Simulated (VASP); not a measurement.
Consider the following.

```xyz
2
Lattice="0.0000 2.7155 2.7155 2.7155 0.0000 2.7155 2.7155 2.7155 0.0000" Properties=species:S:1:pos:R:3 pbc="T T T"
Si     0.0000     0.0000     0.0000
Si     1.3578     1.3578     1.3578
```

Method: PBE GGA, VASP's PBE PAW potentials (set 64) (plane waves; VASP). Run with 400 eV cut-off, 6×6×6 Γ-centred mesh, Gaussian smearing of 0.050 eV, potentials Si.

Energy and stress use the plane-wave basis of the starting cell.

### Question
The ions, cell shape and volume are relaxed. What does this cell relax into?

### Answer

```xyz
2
Lattice="0.0000 2.7348 2.7348 2.7348 0.0000 2.7348 2.7348 2.7348 0.0000" Properties=species:S:1:pos:R:3 pbc="T T T"
Si     0.0000     0.0000     0.0000
Si     1.3674     1.3674     1.3674
```
Space group Fd-3m (227), at a tolerance of 0.03 Å.

### Question
How do energy and volume change from the first to the last step?

### Answer
The energy (σ→0) changes by -2.6 meV/atom and the volume by +2.1 %, in 3 ionic steps.

The compound is Si in the diamond structure. This run relaxes it. Symmetry was kept, so distortions that lower it aren't found.
